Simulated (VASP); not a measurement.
Consider the following.

```
CELL_PARAMETERS angstrom
      0.00000     2.71331     2.71331
      2.71331     0.00000     2.71331
      2.71331     2.71331     0.00000
ATOMIC_POSITIONS crystal
  Cu 0.00000 0.00000 0.00000
  Cl 0.25000 0.25000 0.25000
```

Level of theory: rev-vdW-DF2, VASP's PBE PAW potentials (set 64) (plane waves; VASP). Settings: 520 eV cut-off, 9×9×9 Γ-centred mesh, Gaussian smearing of 0.050 eV, potentials Cu Cl.

Problem. Predict the energy per atom (σ→0), pressure, band gap (on the k-mesh) with the smallest direct gap where there is one.

Solution. 
| Quantity | Value |
|---|---|
| band gap (on the k-mesh) | 0.49 eV |
| smallest direct gap (on the k-mesh) | 0.49 eV |
| energy per atom (σ→0) | -114.0 kJ/mol of atoms |
| pressure | -14.7 kbar |

Only differences to runs with the same potentials and settings are physical.

The compound is CuCl in the zinc blende structure. This cell is one point of a volume scan, at 1.03 of the reference volume.
